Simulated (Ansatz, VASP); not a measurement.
# Ni3Hg: VASP beside Ansatz

```
Hg Ni
1.0
     3.74491    0.00000    0.00000
     0.00000    3.74491    0.00000
     0.00000    0.00000    3.74491
Hg Ni
1 3
Direct
  0.00000 0.00000 0.00000
  0.50000 0.50000 0.00000
  0.50000 0.00000 0.50000
  0.00000 0.50000 0.50000
```

The cell comes from a database or a generator and needn't be the stable form of this composition.

Alike in both runs: task single point; functional PBEsol; k mesh 7 × 7 × 7; occupations gaussian, width 0.02 eV; collinear spin, ferromagnetic start.

|  | VASP | Ansatz |
| --- | --- | --- |
| version | VASP 6.6.1 | Ansatz 0.2.0 |
| potentials or method | VASP PAW PBE potentials, release 64 (Hg, Ni) | Ansatz PAW |
| plane-wave cutoff (eV) | 500 | 420 |
| valence electrons in the cell | 42 | 74 |

|  | VASP | Ansatz | Ansatz less VASP |
| --- | --- | --- | --- |
| gap on the k mesh at the Fermi level (eV) | none | none | - |
| pressure (GPa) | -6.6 | -7.8 | -1.15 |
| net moment per atom (μB) | 0.26 | 0.26 | 0.000 |
| size of the moment on the site where the two differ most (μB) | 0.36 | 0.37 | +0.008 |

Site moments also hang on the region over which each program counts them. A gap of «none» marks a metal or a gap that the smearing closes. The functional is the same, so the differences come from potentials, cutoffs and numerics. The two sets of potentials don't hold the same shells in valence.

Caveats: the PAW data sets were made with another functional, which shifts forces and pressure a little (VASP); the PAW data sets come from PBE, with cores solved anew for the run's functional, which leaves a small shift of forces and pressure (Ansatz). The runs have no spin-orbit coupling, so splittings on Hg are missing.
